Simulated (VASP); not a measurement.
These are optB86b-vdW, VASP's PBE PAW potentials (set 64) (plane waves; VASP) values and carry that method's errors.

VASP ran on this input.

POSCAR:
```
Pd
1
    0.0000000000     1.9911901471     1.9911901471
    1.9911901471     0.0000000000     1.9911901471
    1.9911901471     1.9911901471     0.0000000000
Pd
1
Direct
  0.0000000000   0.0000000000   0.0000000000
```

**KPOINTS**
```
Automatic
0
G
16 16 16
```

INCAR:
```
AGGAC = 0.0
ALGO = Normal
EDIFF = 1E-7
ENCUT = 520
GGA = MK
ISIF = 2
ISMEAR = 1
LASPH = .TRUE.
LCHARG = .FALSE.
LMAXMIX = 4
LREAL = .FALSE.
LUSE_VDW = .TRUE.
LWAVE = .FALSE.
NELM = 100
PARAM1 = 0.1234
PARAM2 = 1.0
PREC = Accurate
SIGMA = 0.1
SYSTEM = Pd
```

POTCAR, in this order: Pd (PBE.64 set). Program: vasp_std.

The run wrote:

### OUTCAR
```
 ion  position               nearest neighbor table
   1  0.000  0.000  0.000-
  LATTYP: Found a face centered cubic cell.
 ALAT       =     3.9823802942
 Subroutine PRICEL returns:
 Original cell was already a primitive cell.
 Subroutine GETGRP returns: Found 48 space group operations
The static configuration has the point symmetry O_h .
The dynamic configuration has the point symmetry O_h .
 Subroutine INISYM returns: Found 48 space group operations
 Subroutine IBZKPT returns following result:
 Found    145 irreducible k-points:

 Following reciprocal coordinates:
            Coordinates               Weight
  0.000000  0.000000  0.000000      1.000000
  0.062500  0.000000  0.000000      8.000000
  0.125000  0.000000  0.000000      8.000000
  0.187500  0.000000  0.000000      8.000000
  0.250000  0.000000  0.000000      8.000000
  0.312500  0.000000  0.000000      8.000000
  0.375000  0.000000  0.000000      8.000000
  0.437500  0.000000  0.000000      8.000000
  0.500000  0.000000  0.000000      4.000000
  0.062500  0.062500  0.000000      6.000000
...
```

File OSZICAR:
```
       N       E                     dE             d eps       ncg     rms          rms(c)
DAV:   1     0.422051143743E+02    0.42205E+02   -0.53188E+03  2626   0.104E+03
DAV:   2    -0.232085116058E+01   -0.44526E+02   -0.43658E+02  2752   0.192E+02
DAV:   3    -0.268698446009E+01   -0.36613E+00   -0.36453E+00  3137   0.211E+01
DAV:   4    -0.268888332943E+01   -0.18989E-02   -0.18987E-02  3010   0.136E+00
DAV:   5    -0.268890744062E+01   -0.24111E-04   -0.24112E-04  3093   0.133E-01    0.649E+00
DAV:   6    -0.242003660783E+01    0.26887E+00   -0.14167E+00  2670   0.109E+01    0.301E+00
DAV:   7    -0.241266122399E+01    0.73754E-02   -0.35819E-03  2815   0.720E-01    0.167E+00
DAV:   8    -0.240940046505E+01    0.32608E-02   -0.10074E-03  2762   0.262E-01    0.270E-02
DAV:   9    -0.240940698198E+01   -0.65169E-05   -0.78273E-06  3649   0.294E-02    0.944E-03
DAV:  10    -0.240941041433E+01   -0.34324E-05   -0.15775E-06  2859   0.152E-02    0.143E-03
DAV:  11    -0.240941034774E+01    0.66594E-07   -0.30234E-08  1995   0.155E-03
   1 F= -.24094103E+01 E0= -.24092531E+01  d E =-.471721E-03
```

### OUTCAR
```
------------------------ aborting loop because EDIFF is reached ----------------------------------------
  FORCE on cell =-STRESS in cart. coord.  units (eV):
  Direction    XX          YY          ZZ          XY          YZ          ZX
  --------------------------------------------------------------------------------------
  Total       -0.9341769     -0.9341769     -0.9341769      0.0000000      0.0000000      0.0000000
  in kB      -94.7919573    -94.7919573    -94.7919573      0.0000000      0.0000000      0.0000000
  external PRESSURE =     -94.7919573 kB  Pullay stress =       0.0000000 kB
  volume of cell :       15.79
      direct lattice vectors                 reciprocal lattice vectors
     0.000000000  1.991190147  1.991190147    -0.251106104  0.251106104  0.251106104
     1.991190147  0.000000000  1.991190147     0.251106104 -0.251106104  0.251106104
     1.991190147  1.991190147  0.000000000     0.251106104  0.251106104 -0.251106104
 POSITION                                       TOTAL-FORCE (eV/Angst)
 -----------------------------------------------------------------------------------
      0.00000      0.00000      0.00000         0.000000      0.000000      0.000000
 -----------------------------------------------------------------------------------
    total drift:                               -0.000000      0.000000     -0.000000
  FREE ENERGIE OF THE ION-ELECTRON SYSTEM (eV)
  ---------------------------------------------------
  free  energy   TOTEN  =        -2.4094103477 eV

  energy  without entropy=       -2.4089386272  energy(sigma->0) =       -2.40925311
```
(Selected blocks of OUTCAR.)

File OUTCAR:
```
 val. band max:        8.5624400922   @ k =  -0.3125   0.3750   0.1875

 cond. band min:       8.5725525424   @ k =   0.5000   0.3750   0.0625


 Fermi energy:         8.5690170918

 k-point     1 :       0.0000    0.0000    0.0000
  band No.  band energies     occupation
      1       1.9316      2.00000
      2       6.0189      2.00000
      3       6.0189      2.00000
      4       6.0189      2.00000
      5       7.4600      2.00000
      6       7.4600      2.00000
      7      25.7950      0.00000
      8      30.0893      0.00000
      9      30.0893      0.00000

 k-point     2 :       0.0625    0.0000    0.0000
  band No.  band energies     occupation
      1       2.0655      2.00000
      2       5.9749      2.00000
      3       6.0635      2.00000
      4       6.0635      2.00000
      5       7.4396      2.00000
      6       7.4396      2.00000
      7      25.9155      0.00000
      8      29.1727      0.00000
      9      30.2245      0.00000

 k-point     3 :       0.1250    0.0000    0.0000
  band No.  band energies     occupation
      1       2.4491      2.00000
      2       5.8719      2.00000
      3       6.1746      2.00000
      4       6.1746      2.00000
      5       7.4031      2.00000
      6       7.4031      2.00000
      7      26.0455      0.00000
      8      27.4945      0.00000
      9      30.5936      0.00000

 k-point     4 :       0.1875    0.0000    0.0000
  band No.  band energies     occupation
      1       3.0096      2.00000
      2       5.8087      2.00000
      3       6.2780      2.00000
      4       6.2780      2.00000
      5       7.4283      2.00000
      6       7.4283      2.00000
      7      24.7400      0.00000
      8      26.9084      0.00000
      9      31.0614      0.00000

 k-point     5 :       0.2500    0.0000    0.0000
  band No.  band energies     occupation
      1       3.5542      2.00000
      2       6.0029      2.00000
      3       6.2840      2.00000
...
```

The compound is Pd in the fcc structure. This cell is one point of a volume scan, at 1.06 of the reference volume.
